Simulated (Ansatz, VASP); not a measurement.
**Pt (Pt(111)): VASP beside Ansatz**

One calculation is typed for both programs; each brings its own data sets. How far apart do they land? The cell is taken from a series of runs on this material, whose earlier steps may have relaxed, scaled, displaced or heated it; both programs get it as it stands.

Program: Ansatz 0.2.0. Level of theory: plane waves, with VASP 6.6.1 beside it; single point at LDA. Results are calculated unless marked as measured.

## (1) Set-up

The cell holds 5 atoms: 5 Pt. Cell: a = 2.772 Å, b = 2.772 Å, c = 27.053 Å, α = 90.0°, β = 90.0°, γ = 60.0°. Vacuum lies along c.

## (2) Ansatz: single point, LDA

Ansatz runs on its default PAW (the set named soft_2) files.

With cell and atoms fixed, the geometry can't cause a difference; cores, projectors, grids and the points listed under the comparison can.

File input.yaml:

```yaml
crystal:
  lattice:
    - [2.7718585823, 0.0, 0.0]
    - [1.3859292911, 2.4004999479, 0.0]
    - [0.0, 0.0, 27.0528522209]
  atoms:
    - { symbol: Pt, position: [0.6666666667, 0.6666666667, 0.3326821115] }
    - { symbol: Pt, position: [0.0, 0.0, 0.4163410558] }
    - { symbol: Pt, position: [0.3333333333, 0.3333333333, 0.5] }
    - { symbol: Pt, position: [0.6666666667, 0.6666666667, 0.5836589442] }
    - { symbol: Pt, position: [0.0, 0.0, 0.6673178885] }
kpoints:
  mp_grid: { grid: [24, 24, 1] }
hamiltonian:
  xc: lda
scf:
  occupations: { method: fermi_dirac, width: 0.1 }
  convergence: { dr2_threshold: 1.0e-10 }
efield:
  axis: 3
  dipole_correction: true
  ramp_position: 0.97
  ramp_width: 0.06
  amplitude: 0
output:
  forces: true
  write_potential: true
  write_density: true
  volumetric_format: npy
```

Started as:

```bash
$ ansatz run input.yaml --threads 4 --pin off --max-ram 6144MiB --backend cpu --events-out ev --progress --plain --runs-dir out
```

Numbers of over 12 decimals in the logs are rounded to 6 here.

The log of the run:

```text
Engine: ansatz 0.2.0, x86_64-unknown-linux-gnu
Pseudopotentials: kind: paw
Pseudopotential: Pt, paw, valence charge 18, recommended cutoff 420 eV (normal), Pt.paw.azcp
Functional definition: SPW92
  exchange = slater_x
  correlation = pw_c
Crystal: 5 atoms, lattice volume = 180.006 Å³
Basis set: ecut = 420 eV, 3523 PW (Γ)
Bands: 54, of which v1, the nominal top of the filled ones, is band 45 counted from 1 (44 counted from 0)
Symmetry: 6 space group operations
k-points: 61 of 576 (time reversal used)
Non-local potential: Pt, projectors of the file, l = 0: 3, l = 1: 2, l = 2: 2, l = 3: 1
PAW form: soft (Blöchl's): semilocal exchange-correlation on the pseudo side does not see the compensation charge
PAW frozen core: Pt, regenerated for the run's functional, and the local potential with it (the file was generated under x = pbe(κ = 0.804, μ = 0.219515), c = pbe(β = 0.066725))
PAW one-centre angular grid: Pt, 590 points (default); XC on 64 Gauss nodes
Initial density: superposition of atomic densities (neutral atoms: chi_scale 0, normalization atom), corrected by the library's trained network
Initial wavefunctions: pseudopotential atomic-orbital guess
Functional: x = slater, c = lda
SCF iter   1: F=—  HF=-61223.379300 eV  |F-HF|=—  |Δ(HF+E_count)|=         —  Δρ=9.74e-3  dr2=1.50e0  ethr=1.77e-3  p=0.000 e·Å  D=2.97e-13 V/Å  ΔV_dip=-0.00 eV  dr2_dipole=6.20e-10  V_vac-E_F(+/−)=5.50/5.50 eV  ⟨swp⟩=9.2  Hψ=15390  notcnv=0  defer=16
efield: sawtooth ramp at fractional position 0.9700 (set: `efield.ramp_position`, or a place that a band, a saddle search or an elastic batch's reference lends), width 0.0600; the density the first Hamiltonian is built on has a dipole p = 0.000 e·Å; the dipole correction subtracts the counter field D = 2.97e-13 V/Å, which shifts the + side's vacuum level by -0.00 eV against the − side's; the planar-averaged density in the ramp window peaks in size at 7.8e-6 e/Å³
preconditioner: auto → LDOS  [metal: Δε(μ)=0.006 eV  Ē_g=7.577 eV  σ=0.100 eV  W_gap=0.02  n_scr=20 (ndim 8)  ℏωp=19.6 eV  f_vac=0.537  D(μ)=9.64/eV (n_scr^D=116)  β→1.0]
SCF iter   2: F=—  HF=-61223.353393 eV  |F-HF|=—  |Δ(HF+E_count)|=   2.59e-2  Δρ=4.44e-3  dr2=1.84e-1  ethr=1.67e-3  p=0.000 e·Å  D=2.04e-5 V/Å  ΔV_dip=-0.00 eV  dr2_dipole=1.09e-7  V_vac-E_F(+/−)=6.01/6.01 eV  ⟨swp⟩=1.6  Hψ=3944  notcnv=0  defer=33
SCF iter   3: F=—  HF=-61223.350597 eV  |F-HF|=—  |Δ(HF+E_count)|=   2.80e-3  Δρ=2.58e-3  dr2=5.09e-2  ethr=2.04e-4  p=-0.000 e·Å  D=-7.75e-6 V/Å  ΔV_dip=0.00 eV  dr2_dipole=8.69e-8  V_vac-E_F(+/−)=5.98/5.98 eV  ⟨swp⟩=2.6  Hψ=4244  notcnv=0  defer=47
SCF iter   4: F=—  HF=-61223.346690 eV  |F-HF|=—  |Δ(HF+E_count)|=   3.91e-3  Δρ=5.08e-4  dr2=1.47e-3  ethr=5.65e-5  p=-0.000 e·Å  D=-9.81e-6 V/Å  ΔV_dip=0.00 eV  dr2_dipole=4.93e-9  V_vac-E_F(+/−)=6.07/6.07 eV  ⟨swp⟩=2.0  Hψ=4401  notcnv=0  defer=47
SCF iter   5: F=—  HF=-61223.346623 eV  |F-HF|=—  |Δ(HF+E_count)|=   6.66e-5  Δρ=2.13e-4  dr2=8.64e-5  ethr=1.63e-6  p=-0.000 e·Å  D=-2.98e-6 V/Å  ΔV_dip=0.00 eV  dr2_dipole=7.95e-9  V_vac-E_F(+/−)=6.06/6.06 eV  ⟨swp⟩=2.9  Hψ=5917  notcnv=0  defer=47
SCF iter   6: F=—  HF=-61223.346646 eV  |F-HF|=—  |Δ(HF+E_count)|=   2.32e-5  Δρ=5.28e-5  dr2=1.35e-5  ethr=9.60e-8  p=0.000 e·Å  D=8.55e-7 V/Å  ΔV_dip=-0.00 eV  dr2_dipole=7.44e-10  V_vac-E_F(+/−)=6.05/6.05 eV  ⟨swp⟩=2.5  Hψ=5305  notcnv=0  defer=47
SCF iter   7: F=—  HF=-61223.346636 eV  |F-HF|=—  |Δ(HF+E_count)|=   1.03e-5  Δρ=3.20e-5  dr2=4.44e-6  ethr=1.50e-8  p=-0.000 e·Å  D=-2.91e-6 V/Å  ΔV_dip=0.00 eV  dr2_dipole=6.02e-10  V_vac-E_F(+/−)=6.05/6.05 eV  ⟨swp⟩=1.8  Hψ=4253  notcnv=0  defer=46
SCF iter   8: F=—  HF=-61223.346983 eV  |F-HF|=—  |Δ(HF+E_count)|=   3.47e-4  Δρ=1.44e-5  dr2=9.54e-7  ethr=4.93e-9  p=0.000 e·Å  D=2.35e-6 V/Å  ΔV_dip=-0.00 eV  dr2_dipole=1.93e-10  V_vac-E_F(+/−)=6.05/6.05 eV  ⟨swp⟩=1.3  Hψ=3635  notcnv=0  defer=44
SCF iter   9: F=—  HF=-61223.346983 eV  |F-HF|=—  |Δ(HF+E_count)|=   3.18e-8  Δρ=5.16e-6  dr2=1.33e-7  ethr=1.06e-9  p=-0.000 e·Å  D=-1.55e-6 V/Å  ΔV_dip=0.00 eV  dr2_dipole=9.67e-11  V_vac-E_F(+/−)=6.05/6.05 eV  ⟨swp⟩=1.4  Hψ=3635  notcnv=0  defer=44
SCF iter  10: F=—  HF=-61223.346983 eV  |F-HF|=—  |Δ(HF+E_count)|=   1.16e-7  Δρ=1.30e-6  dr2=7.13e-9  ethr=1.47e-10  p=0.000 e·Å  D=1.12e-6 V/Å  ΔV_dip=-0.00 eV  dr2_dipole=2.89e-11  V_vac-E_F(+/−)=6.05/6.05 eV  ⟨swp⟩=2.2  Hψ=4720  notcnv=0  defer=43
SCF iter  11: F=—  HF=-61223.346983 eV  |F-HF|=—  |Δ(HF+E_count)|=   4.95e-9  Δρ=4.19e-7  dr2=1.54e-9  ethr=7.92e-12  p=-0.000 e·Å  D=-1.85e-7 V/Å  ΔV_dip=0.00 eV  dr2_dipole=4.47e-13  V_vac-E_F(+/−)=6.05/6.05 eV  ⟨swp⟩=2.9  Hψ=6107  notcnv=0  defer=43
SCF iter  12: F=—  HF=-61223.346983 eV  |F-HF|=—  |Δ(HF+E_count)|=  1.96e-10  Δρ=1.49e-7  dr2=2.33e-10  ethr=1.72e-12  p=-0.000 e·Å  D=-1.48e-8 V/Å  ΔV_dip=0.00 eV  dr2_dipole=4.71e-15  V_vac-E_F(+/−)=6.05/6.05 eV  ⟨swp⟩=2.2  Hψ=4738  notcnv=0  defer=43
SCF iter  13: F=-61223.346983 eV  HF=-61223.346983 eV  |F-HF|=1.16e-10  |Δ(HF+E_count)|=  1.46e-11  Δρ=9.96e-8  dr2=5.42e-11  ethr=1.00e-12  p=0.000 e·Å  D=6.31e-8 V/Å  ΔV_dip=-0.00 eV  dr2_dipole=8.78e-14  V_vac-E_F(+/−)=6.05/6.05 eV  ⟨swp⟩=15.1  Hψ=20052  notcnv=0
SCF 1 converged in 13 iterations: F = -61223.346983 eV  dr2 = 5.42e-11
  greatest PAW one-centre occupation: 1.000 electrons in one spin orbital (limit 2), on the Pt atom at site 2 (counted from 0), in its partial waves of l = 0
WARN: The output density's exchange-correlation potential varies sharply where the density is thin. Do not read a vacuum level from v_tot or v_xc, or from such a field of the output density. On a cell that repeats whose density bears no net charge and no dipole along the vacuum's axis use v_es (v_loc + v_h of the components); under efield.dipole_correction with no amplitude use v_es + v_field, which holds any externa [...]
SCF converged after 13 iterations
Free energy (F): -61223.346983 eV
Harris-Foulkes:  -61223.346983 eV  (|F-HF|=1.16e-10)
Internal energy: -61223.042610 eV  (E = F + TS)
E sigma→0 (E₀):  -61223.194797 eV
Entropy (-TS):   -0.304372 eV (-60.874 meV/atom)
Fermi energy:    6.106743 eV
Dipole field:    D = 0.000000 V/Å  (p = 0.000000 e·Å, saw-weighted, corrected)
Work function:   Φ+ = 6.0478 eV   Φ− = 6.0478 eV
Levels:          The Fermi level and band energies are counted from a zero that moves with the ramp; work functions are not
--- Per-component energies (eV) ---
  E_band       = -2179.849033
  E_kinetic    = 3187.079432
  E_local      = -178719.324189  (includes V_loc(G=0)·N_el)
  E_nonlocal   = 1035.532662
  E_hartree    = 87650.451529
  E_xc         = -1298.771402
  E_vxc        = -1509.548043  (∫ρ·V_xc dr)
  E_paw        = -45888.265733  (= ΣΔE_a)
  E_vpaw       = -1474.494246  (= ΣTr[D̂ρ^β])
  E_aug_tail   = 0.000883  (compensation charges beyond the density's cutoff)
  E_efield     = 0.000000  (sawtooth field / dipole correction)
  E_vefield    = 0.000000  (∫n·V_field dr)
  E_ewald      = 72807.934859
  E_core_change = 2.319347  (= ΣΔE_core)
  E_smearing   = -0.304372  (= −TS)
  E_closure    = 0.000000  (closes the sum)
  Σ components = -61223.346983   (vs F -61223.346983, Δ=0.00e0)
--- Forces (eV/Å), atoms counted from 1 ---
  atom   1  Pt    -0.00000000     0.00000000     0.14375064
  atom   2  Pt    -0.00000000     0.00000000     0.21817501
  atom   3  Pt    -0.00000000    -0.00000000     0.00000019
  atom   4  Pt     0.00000000    -0.00000000    -0.21817315
  atom   5  Pt     0.00000000    -0.00000000    -0.14375538
  max |Σ_I F_I| component: 2.69e-6 eV/Å
--- Band table (eV; the first three rows and the last of 61) ---
  k-point 0: bands = [... 41 lower, 4.6221, 4.6221, 5.1010, 5.1010, 5.7692, 5.7692, 5.8574, 6.1060, ... 5 higher]
  k-point 1: bands = [... 41 lower, 4.6472, 4.6542, 5.1016, 5.1507, 5.3741, 5.7291, 5.7705, 6.1099, ... 5 higher]
  k-point 2: bands = [... 41 lower, 4.6568, 4.6669, 4.8928, 5.1049, 5.1331, 5.6831, 5.7736, 6.1210, ... 5 higher]
  k-point 60: bands = [... 41 lower, 5.5386, 5.7679, 5.8762, 5.8762, 10.7463, 10.7463, 10.8604, 11.5379, ... 5 higher]
```

## (3) VASP: single point, LDA

The same cell, functional (in two slightly different forms), mesh and smearing now go to VASP, with its own data sets.

Lines of VASP's logs that name or quote its potential files are left out, and so is its time.

File INCAR:

```
SYSTEM = Pt
PREC = Accurate
ENCUT = 400
EDIFF = 1E-06
NELM = 120
ISMEAR = -1
SIGMA = 0.1
LREAL = .FALSE.
ALGO = Normal
GGA = PW92
NBANDS = 31
LASPH = .TRUE.
LORBIT = 11
LWAVE = .FALSE.
LCHARG = .FALSE.
ISIF = 2
LDIPOL = .TRUE.
IDIPOL = 3
DIPOL = 0.5 0.5 0.5
LVHAR = .TRUE.
GGA_COMPAT = .FALSE.
NELMDL = -8
KPAR = 2
```

File POSCAR:

```
Pt
1.0
    2.7718585823      0.0000000000      0.0000000000
    1.3859292911      2.4004999479      0.0000000000
    0.0000000000      0.0000000000     27.0528522209
Pt
5
Direct
    0.6666666666      0.6666666667      0.3326821115
    1.0000000000      0.0000000001      0.4163410558
    0.3333333333      0.3333333334      0.5000000000
    0.6666666666      0.6666666667      0.5836589442
    1.0000000000      0.0000000001      0.6673178885
```

File KPOINTS:

```
Automatic mesh
0
Gamma
24 24 1
0 0 0
```

The projector-augmented-wave data sets are Pt (LDA family, release 64).

Started as:

```bash
$ mpirun -np 2 vasp_std
```

The log of the run:

```text
[banner, memory and clock lines left out]
running    2 mpi-ranks, on    1 nodes
 distrk:  each k-point on    1 cores,    2 groups
 distr:  one band on    1 cores,    1 groups

 POSCAR found type information on POSCAR Pt
 POSCAR found :  1 types and       5 ions
|                                                                             |
|               ----> ADVICE to this user running VASP <----                  |
|                                                                             |
|     You enforced a specific xc type in the INCAR file but a different       |
|     [... a line on the potential file left out ...]
|     I HOPE YOU KNOW WHAT YOU ARE DOING!                                     |
|                                                                             |

 LDA part: xc-table for (Slater(with rela. corr.)+PW92), standard interpolation
 POSCAR, INCAR and KPOINTS ok, starting setup
 FFT: planning ... GRIDC
 FFT: planning ... GRID_SOFT
 FFT: planning ... GRID
 WAVECAR not read
 entering main loop
       N       E                     dE             d eps       ncg     rms          rms(c)
DAV:   1     0.295208399306E+03    0.29521E+03   -0.20181E+04  3814   0.114E+03
DAV:   2    -0.218817409562E+02   -0.31709E+03   -0.29814E+03  4834   0.262E+02
DAV:   3    -0.376701640604E+02   -0.15788E+02   -0.14679E+02  4718   0.542E+01
DAV:   4    -0.381527851904E+02   -0.48262E+00   -0.46707E+00  4650   0.970E+00
DAV:   5    -0.381654103028E+02   -0.12625E-01   -0.12616E-01  4717   0.154E+00
DAV:   6    -0.381658312177E+02   -0.42091E-03   -0.42087E-03  5115   0.265E-01
DAV:   7    -0.381658438041E+02   -0.12586E-04   -0.12586E-04  4746   0.404E-02
DAV:   8    -0.381658443282E+02   -0.52414E-06   -0.52419E-06  3724   0.737E-03    0.265E+01
DAV:   9    -0.376985942210E+02    0.46725E+00   -0.13151E+01  4222   0.238E+01    0.213E+01
DAV:  10    -0.467211581161E+02   -0.90226E+01   -0.46186E+01  4446   0.609E+01    0.276E+01
DAV:  11    -0.393177409725E+02    0.74034E+01   -0.24461E+01  4261   0.269E+01    0.144E+01
DAV:  12    -0.368378093713E+02    0.24799E+01   -0.13274E+01  4269   0.276E+01    0.102E+01
DAV:  13    -0.361758158036E+02    0.66199E+00   -0.65048E+00  4326   0.162E+01    0.570E+00
DAV:  14    -0.360266444829E+02    0.14917E+00   -0.20781E+00  4372   0.104E+01    0.351E+00
[...]
DAV:  21    -0.359349300791E+02   -0.75633E-05   -0.16277E-05  4299   0.242E-02    0.176E-02
DAV:  22    -0.359349366409E+02   -0.65618E-05   -0.25619E-06  3046   0.808E-03    0.185E-02
DAV:  23    -0.359349396503E+02   -0.30093E-05   -0.85619E-06  3566   0.208E-02    0.270E-03
DAV:  24    -0.359349460080E+02   -0.63577E-05   -0.95208E-07  2656   0.526E-03    0.223E-03
DAV:  25    -0.359349551432E+02   -0.91352E-05   -0.16405E-06  2743   0.482E-03    0.503E-03
DAV:  26    -0.359349567394E+02   -0.15962E-05   -0.28874E-07  2542   0.382E-03    0.239E-03
DAV:  27    -0.359349590458E+02   -0.23065E-05   -0.20915E-07  2431   0.236E-03    0.767E-04
DAV:  28    -0.359349598059E+02   -0.76006E-06   -0.75890E-08  2451   0.159E-03
   1 F= -.35934960E+02 E0= -.35782529E+02  d E =-.304861E+00
```

Parts of OUTCAR (step 3):

```text
ion  position               nearest neighbor table
   1  0.667  0.667  0.333-   2 2.77   2 2.77   2 2.77
   2  0.000  0.000  0.416-   3 2.77   3 2.77   3 2.77   1 2.77   1 2.77   1 2.77
   3  0.333  0.333  0.500-   2 2.77   4 2.77   4 2.77   2 2.77   4 2.77   2 2.77
   4  0.667  0.667  0.584-   3 2.77   3 2.77   3 2.77   5 2.77   5 2.77   5 2.77
   5  0.000  0.000  0.667-   4 2.77   4 2.77   4 2.77

  LATTYP: Found a hexagonal cell.
 ALAT       =     2.7718585822
 C/A-ratio  =     9.7598241102

 Subroutine GETGRP returns: Found 12 space group operations
 (whereof  6 operations were pure point group operations)

The static configuration has the point symmetry C_3v.
 The point group associated with its full space group is D_3d.

 Found     61 irreducible k-points:

   k-points           NKPTS =     61   k-points in BZ     NKDIM =     61   number of bands    NBANDS=     31

   dimension x,y,z NGX =    18 NGY =   18 NGZ =  180
   dimension x,y,z NGXF=    36 NGYF=   36 NGZF=  360

   ENCUT  =  400.0 eV  29.40 Ry    5.42 a.u.   4.52  4.52 44.12*2*pi/ulx,y,z

   NELECT =      50.0000    total number of electrons

 k-points in reciprocal lattice and weights: Automatic mesh
   0.00000000  0.00000000  0.00000000       0.002
   0.04166667 -0.00000000  0.00000000       0.010
   0.08333333 -0.00000000  0.00000000       0.010
   0.12500000 -0.00000000  0.00000000       0.010
   0.16666667  0.00000000  0.00000000       0.010
   0.20833333  0.00000000  0.00000000       0.010
   0.25000000 -0.00000000  0.00000000       0.010
   0.29166667  0.00000000  0.00000000       0.010
   0.33333333 -0.00000000  0.00000000       0.010
[...]
-0.37500000  0.29166667  0.00000000       0.021
  -0.33333333  0.33333333  0.00000000       0.003

 dipolmoment           0.000000      0.000000     -0.000000 electrons x Angstroem

 average (electrostatic) potential at core
       1 -72.5867       2 -73.0318       3 -73.1147       4 -73.0318       5 -72.5867

 E-fermi :   1.1219

 k-point     1 :       0.0000    0.0000    0.0000
  band No.  band energies     occupation
    ...
     26       0.7862      1.93268
     27       0.7862      1.93268
     28       0.8983      1.80685
     29       1.1215      1.00204
     30       1.1215      1.00204
     31       1.5892      0.01851

 k-point     2 :       0.0417   -0.0000    0.0000
  band No.  band energies     occupation
    ...
     25       0.1712      1.99985
     26       0.3997      1.99854
     27       0.7524      1.95151
     28       0.7875      1.93182
     29       1.1253      0.98283
     30       1.3702      0.15403
     31       2.0771      0.00014

 k-point     3 :       0.0833   -0.0000    0.0000
  band No.  band energies     occupation
    ...
     25       0.1222      1.99991
     26       0.1565      1.99987
     27       0.7070      1.96893
     28       0.7905      1.92981
     29       1.1363      0.92813
     30       1.9193      0.00069
     31       2.7991      0.00000

  Total       -6.8991059     -6.8991059     -2.1800842      0.0000000     -0.0000000     -0.0000000
  in kB      -61.4069551    -61.4069551    -19.4043017      0.0000000     -0.0000000     -0.0000000
  external PRESSURE =     -47.4060706 kB  Pullay stress =       0.0000000 kB

  energy-cutoff  :      400.00
  volume of cell :      180.01
      direct lattice vectors                 reciprocal lattice vectors
     2.771858582  0.000000000  0.000000000     0.360768766 -0.208289944  0.000000000
     1.385929291  2.400499948  0.000000000     0.000000000  0.416579888  0.000000000
     0.000000000  0.000000000 27.052852221     0.000000000  0.000000000  0.036964679

 POSITION                                       TOTAL-FORCE (eV/Angst)
 -----------------------------------------------------------------------------------
      2.77186      1.60033      9.00000         0.000000      0.000000      0.130583
      0.00000      0.00000     11.26321        -0.000000     -0.000000      0.207485
      1.38593      0.80017     13.52643        -0.000000      0.000000     -0.000000
      2.77186      1.60033     15.78964        -0.000000      0.000000     -0.207485
      0.00000      0.00000     18.05285        -0.000000     -0.000000     -0.130583
 -----------------------------------------------------------------------------------
    total drift:                               -0.000000     -0.000000      0.000000

  FREE ENERGIE OF THE ION-ELECTRON SYSTEM (eV)
  ---------------------------------------------------
  free  energy   TOTEN  =       -35.9349598059 eV

  energy  without entropy=      -35.6300988490  energy(sigma->0) =      -35.78252933

 vacuum level on the upper side and lower side of the slab         7.162         7.162

 total charge
# of ion       s       p       d       tot
------------------------------------------
    1        0.640   0.472   8.016   9.128
    2        0.633   0.603   8.050   9.286
    3        0.642   0.614   8.042   9.298
    4        0.633   0.603   8.050   9.286
    5        0.640   0.472   8.016   9.128
--------------------------------------------------
tot          3.189   2.765  40.172  46.126

[... 3 further parts left out ...]
```

## (4) Differences

Known differences besides the potentials themselves: the data sets hold 90 valence electrons in Ansatz (on its default PAW (the set named soft_2) files) and 50 in VASP; the cutoff is 420 eV in Ansatz and 400 eV in VASP; VASP's log shows a relativistic correction to its local exchange, Ansatz's none. Total energies have different zeros and are not compared.

Compared:

| quantity | Ansatz | VASP | difference |
| --- | --- | --- | --- |
| work function, lower of the two faces (eV) | 6.05 | 6.04 | +0.01 |
| work function, higher of the two faces (eV) | 6.05 | 6.04 | +0.01 |

Forces (eV/Å; atoms numbered as in POSCAR):

| atom | Ansatz x, y, z | VASP x, y, z |
| --- | --- | --- |
| Pt1 | 0.000, 0.000, 0.144 | 0.000, 0.000, 0.131 |
| Pt2 | 0.000, 0.000, 0.218 | 0.000, 0.000, 0.207 |
| Pt3 | 0.000, 0.000, 0.000 | 0.000, 0.000, 0.000 |
| Pt4 | 0.000, 0.000, -0.218 | 0.000, 0.000, -0.207 |
| Pt5 | 0.000, 0.000, -0.144 | 0.000, 0.000, -0.131 |

The forces differ by 6.2 meV/Å r.m.s., which is 6.9 % of the r.m.s. force of 0.090 eV/Å (both taken over all components). With vacuum in the cell, a pressure given here is an average over mostly empty space and none of the material.

## (5) Summary of results

```
r.m.s. force difference (single point, LDA) : 6.2 meV/Å
```

The r.m.s. force difference is 6.2 meV/Å (single point, LDA), within the 12 meV/Å picked in this series as the mark of a large difference. The data sets hold unlike numbers of valence electrons (90 in Ansatz and 50 in VASP), so part of the differences comes from the potentials. Such differences can come from data sets, numerical settings and the points named under the comparisons, not from the functional's error against experiment.

[Lines on the potential files, build, host, timing and source positions are cut from VASP's logs without a mark.]

[Logs are printed without paths, hosts, clocks, repeated set-up lines and the standing remarks that a program may print on its own settings, such as how far it seeks lower states.]

[Hosts, paths, dates, database ids (printed as entryN), source tags and the programs' standing remarks are cut or masked in the printed files.]
